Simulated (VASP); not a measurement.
These are LDA (Ceperley-Alder, Perdew-Zunger) with D2 dispersion, VASP's LDA PAW potentials (set 64) (plane waves; VASP) values and carry that method's errors.

VASP ran on this input.

KPOINTS:
```
Automatic
0
gamma
  8 8 8
```

POSCAR:
```
InPd
1
    3.2718800000     0.0000000000     0.0000000000
    0.0000000000     3.2718800000     0.0000000000
    0.0000000000     0.0000000000     3.2718800000
In Pd
1 1
Direct
  0.0000000000   0.0000000000   0.0000000000
  0.5000000000   0.5000000000   0.5000000000
```

**INCAR**
```
# general
SYSTEM  = InPd
PREC    = Accurate
ENCUT   = 300
LREAL   = .False.
LASPH   = .True.

# electronic loop
EDIFF   = 1E-6
NELM    = 100
ALGO    = Normal
LMAXMIX = 4

# smearing
ISMEAR  = 1
SIGMA   = 0.2

# functional
IVDW    = 10

# ions
ISIF    = 2

# output
LWAVE   = .False.
LCHARG  = .False.
```

POTCAR, in this order: In_d Pd (LDA.64 set). Program: vasp_std.

Output

File stdout:
```
 POSCAR found type information on POSCAR InPd
 POSCAR found :  2 types and       2 ions
 Reading from existing POTCAR
 Reading from existing POTCAR

 -----------------------------------------------------------------------------
|                                                                             |
|     EEEEEEE  RRRRRR   RRRRRR   OOOOOOO  RRRRRR      ###     ###     ###     |
|     E        R     R  R     R  O     O  R     R     ###     ###     ###     |
|     E        R     R  R     R  O     O  R     R     ###     ###     ###     |
|     EEEEE    RRRRRR   RRRRRR   O     O  RRRRRR       #       #       #      |
|     E        R   R    R   R    O     O  R   R                               |
|     E        R    R   R    R   O     O  R    R      ###     ###     ###     |
|     EEEEEEE  R     R  R     R  OOOOOOO  R     R     ###     ###     ###     |
|                                                                             |
|     vdw_forces_G: ERROR unsupported xc-functional:                          |
|      please define parameter VDW_SR for this functional                     |
|                                                                             |
|       ---->  I REFUSE TO CONTINUE WITH THIS SICK JOB ... BYE!!! <----       |
|                                                                             |
 -----------------------------------------------------------------------------
```

VASP stops with an error: vdw_forces_G: ERROR unsupported xc-functional: please define parameter VDW_SR for this functional ----> I REFUSE TO CONTINUE WITH THIS SICK JOB ... BYE!!! <----

The structure comes from a computed database's InPd entry; how it stands against other phases isn't given here. The cell was not relaxed at this level. The run is one of a series of settings (IVDW = 10 against the base run), some of them coarse on purpose.
